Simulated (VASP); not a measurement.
ZnS (zinc blende) relaxed at rising pressure, in one space group throughout; other phases were not tried. The pressures are those reached. These are LDA (Ceperley-Alder, Perdew-Zunger), VASP's LDA PAW potentials (set 64) (plane waves; VASP) values and carry that method's errors.

```csv
P (GPa),V (Å³/atom),k-mesh
-0.08,18.650,9×9×9
4.96,17.694,9×9×9
9.95,16.964,9×9×9
19.97,15.852,9×9×9
30.02,15.020,9×9×9
```

Fit an equation of state and predict the volume at 44.87 GPa.

Least squares on the third-order Birch-Murnaghan form, P = (3B0/2)(y⁷ − y⁵)[1 + (3/4)(B′ − 4)(y² − 1)] with y = (V0/V)^(1/3), gives V0 = 18.630 Å³/atom, B0 = 86 GPa and B′ = 4.4, and so 14.094 Å³/atom. The run gave 14.090 Å³/atom, -0.0 % from the fit.

Pressures at which the relaxation failed are left out.

The compound is ZnS in the zinc blende structure.
